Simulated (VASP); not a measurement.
A VASP calculation is set up with these files.

INCAR:
```
SYSTEM = RbCl
PREC = Accurate
ENCUT = 520
EDIFF = 1E-7
NELM = 100
ALGO = Normal
LREAL = .FALSE.
LASPH = .TRUE.
ISMEAR = 0
SIGMA = 0.05
GGA = MK
PARAM1 = 0.1234
PARAM2 = 1.0
LUSE_VDW = .TRUE.
AGGAC = 0.0
LMAXMIX = 4
LWAVE = .FALSE.
LCHARG = .FALSE.
ISIF = 2
```

### POSCAR
```
RbCl
1
    0.0000000000     3.2413194782     3.2413194782
    3.2413194782     0.0000000000     3.2413194782
    3.2413194782     3.2413194782     0.0000000000
Rb Cl
1 1
Direct
  0.0000000000   0.0000000000   0.0000000000
  0.5000000000   0.5000000000   0.5000000000
```

KPOINTS:
```
Automatic mesh
0
Gamma
7 7 7
0 0 0
```

POTCAR, in this order: Rb_sv Cl (PBE.64 set). Program: vasp_std.

Problem. Translate this optB86b-vdW calculation to Quantum ESPRESSO's pw.x.

Solution. One equivalent input (not run):
```
&CONTROL
  calculation = 'scf'
  pseudo_dir = './pseudo'
  outdir = './out'
  tprnfor = .true.
  tstress = .true.
/
&SYSTEM
  ibrav = 0
  nat = 2
  ntyp = 2
  ecutwfc = 58
  occupations = 'smearing'
  smearing = 'gaussian'
  degauss = 0.003675
  input_dft = 'vdw-df-ob86'
/
&ELECTRONS
  conv_thr = 7.3e-09
  electron_maxstep = 100
/
ATOMIC_SPECIES
  Rb 85.468 Rb.upf
  Cl 35.450 Cl.upf
CELL_PARAMETERS angstrom
     0.0000000    3.2413195    3.2413195
     3.2413195    0.0000000    3.2413195
     3.2413195    3.2413195    0.0000000
ATOMIC_POSITIONS crystal
  Rb   0.0000000  0.0000000  0.0000000
  Cl   0.5000000  0.5000000  0.5000000
K_POINTS automatic
  7 7 7 0 0 0
```
What does not carry over: the potentials are each code's own (VASP's PAW set, PseudoDojo norm-conserving files in pw.x), so ENCUT and ecutwfc are chosen apart and not converted; conv_thr bounds pw.x's estimated SCF error, while EDIFF bounds the energy change between steps.

The compound is RbCl in the rock salt structure. This cell is one point of a volume scan, at 0.97 of the reference volume.
